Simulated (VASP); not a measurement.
Given:

```
CELL_PARAMETERS angstrom
      0.00000     1.99104     2.03086
      1.99104     0.00000     2.03086
      1.99104     1.99104     0.00000
ATOMIC_POSITIONS crystal
  Al 0.00000 0.00000 0.00000
```

The numbers are results of r2SCAN meta-GGA, VASP's PBE PAW potentials (set 64) (plane waves; VASP 6.6.1), not measurements. Numerical set-up: 480 eV cut-off, 14×14×14 Γ-centred mesh, first-order Methfessel-Paxton smearing of 0.10 eV, potentials Al.

Estimate the energy per atom (σ→0), pressure, band gap (on the k-mesh) with the smallest direct gap where there is one.

The band gap (on the k-mesh) comes out as none (metal, semimetal or under 0.01 eV) and the energy per atom (σ→0) comes out as -649.4 kJ/mol-atom. The pressure is -1.67 GPa.

The compound is Al in the fcc structure. This cell was strained or had an atom moved on purpose.
